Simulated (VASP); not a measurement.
Input:

```xyz
5
Lattice="3.9305 0.0000 0.0000 0.0000 3.9305 0.0000 0.0000 0.0000 3.9305" Properties=species:S:1:pos:R:3 pbc="T T T"
Sr     0.0000     0.0000     0.0000
Ti     1.9653     1.9653     1.9653
O      1.9653     0.0000     1.9653
O      0.0000     1.9653     1.9653
O      1.9653     1.9653     0.0000
```

Computed with PBE GGA, VASP's PBE PAW potentials (set 64) (plane waves; VASP). Run with 450 eV cut-off, Gaussian smearing of 0.050 eV, potentials Sr_sv Ti_sv O.

**Question.** What does the run give for the band gap (along the path) with the smallest direct gap where there is one?

**Answer.** 
The band gap (along the path) is 1.82 eV and the smallest direct gap (along the path) is 2.18 eV.

The compound is SrTiO3 in the cubic perovskite structure, the ideal cubic form; the compound distorts at low or room temperature. It was relaxed first.
